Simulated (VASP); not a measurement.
Cost and result of VASP (PAW) for the lattice constant a of ZrB2 (AlB2 type). Static lattice. The cost counts the five points of the equation of state, each on the mesh and cut-off of its row, so the ratios hold those differences too. With PBE it took about 70 core-seconds. Times come from single runs on busy shared machines, so they are rough: good to a factor of about 2.

```csv
level,k-mesh,cut-off (eV),lattice constant a (Å),cost over PBE
LDA,11×11×9,520,3.135,within a factor of 2
PBEsol,11×11×9,520,3.157,within a factor of 2
PBE,11×11×9,520,3.172,reference
r2SCAN,11×11×9,520,…,…
SCAN,11×11×9,520,…,…
```

What belongs in the gaps?

- r2SCAN, lattice constant a (Å): 3.168
- r2SCAN, cost over PBE: about 5 times
- SCAN, lattice constant a (Å): 3.161
- SCAN, cost over PBE: about 7 times

Left out are levels that failed, ran on another kind of processor or have no fit band path; at most nine are shown.

The compound is ZrB2 in the AlB2 type structure.
